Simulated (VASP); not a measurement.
OSZICAR of a VASP run on SnTe (rock salt):

File OSZICAR:
```
       N       E                     dE             d eps       ncg     rms          rms(c)
DAV:   1     0.106321220476E+03    0.10632E+03   -0.87459E+03   560   0.152E+03
DAV:   2    -0.239187257370E+01   -0.10871E+03   -0.10693E+03   584   0.330E+02
DAV:   3    -0.107458319915E+02   -0.83540E+01   -0.82087E+01   704   0.839E+01
DAV:   4    -0.109855492796E+02   -0.23972E+00   -0.23951E+00   672   0.152E+01
DAV:   5    -0.109936716107E+02   -0.81223E-02   -0.81221E-02   798   0.280E+00    0.846E+00
DAV:   6     0.100938937270E+00    0.11095E+02   -0.81229E+00   626   0.393E+01    0.340E+00
DAV:   7     0.299066091492E+00    0.19813E+00   -0.11939E+00   662   0.176E+01    0.221E+00
DAV:   8     0.260383146830E+00   -0.38683E-01   -0.12419E-01   566   0.486E+00    0.957E-01
DAV:   9     0.266295996927E+00    0.59129E-02   -0.25612E-02   590   0.264E+00    0.320E-01
DAV:  10     0.259232335156E+00   -0.70637E-02   -0.15076E-02   572   0.195E+00    0.154E-01
DAV:  11     0.269093484037E+00    0.98611E-02   -0.51066E-03   572   0.936E-01    0.750E-02
DAV:  12     0.263995312517E+00   -0.50982E-02   -0.49552E-03   560   0.885E-01    0.722E-02
DAV:  13     0.266726756417E+00    0.27314E-02   -0.11917E-03   584   0.392E-01    0.313E-02
DAV:  14     0.266683614997E+00   -0.43141E-04   -0.58161E-04   590   0.336E-01    0.182E-02
DAV:  15     0.266717168080E+00    0.33553E-04   -0.35866E-04   572   0.281E-01    0.725E-03
DAV:  16     0.266723932045E+00    0.67640E-05   -0.14921E-05   686   0.510E-02    0.863E-03
DAV:  17     0.266721973117E+00   -0.19589E-05   -0.19665E-06   614   0.204E-02    0.479E-03
DAV:  18     0.266720195004E+00   -0.17781E-05   -0.62569E-07   572   0.127E-02    0.173E-03
DAV:  19     0.266719489506E+00   -0.70550E-06   -0.12058E-07   370   0.382E-03    0.846E-04
DAV:  20     0.266719361353E+00   -0.12815E-06   -0.31601E-08   292   0.206E-03    0.388E-04
DAV:  21     0.266718746308E+00   -0.61505E-06   -0.23954E-08   298   0.173E-03    0.685E-04
DAV:  22     0.266719091263E+00    0.34496E-06   -0.51259E-09   286   0.114E-03    0.249E-04
DAV:  23     0.266719112853E+00    0.21590E-07   -0.95136E-10   298   0.467E-04
   1 F= 0.26671911E+00 E0= 0.26671911E+00  d E =-.693502E-13
```

Question: Which electronic solver shows in the log?

Answer: It is blocked Davidson (ALGO = Normal, or the opening steps of other solvers). The INCAR had ALGO = Normal.

Question: Can the final energy be trusted as converged?

Answer: Self-consistency was reached. It stopped with EDIFF = 1E-7, NELM = 100 (MS2 meta-GGA, plane waves, VASP's PBE PAW potentials (set 64)).

The compound is SnTe in the rock salt structure, which distorts at low temperature. It was relaxed first.
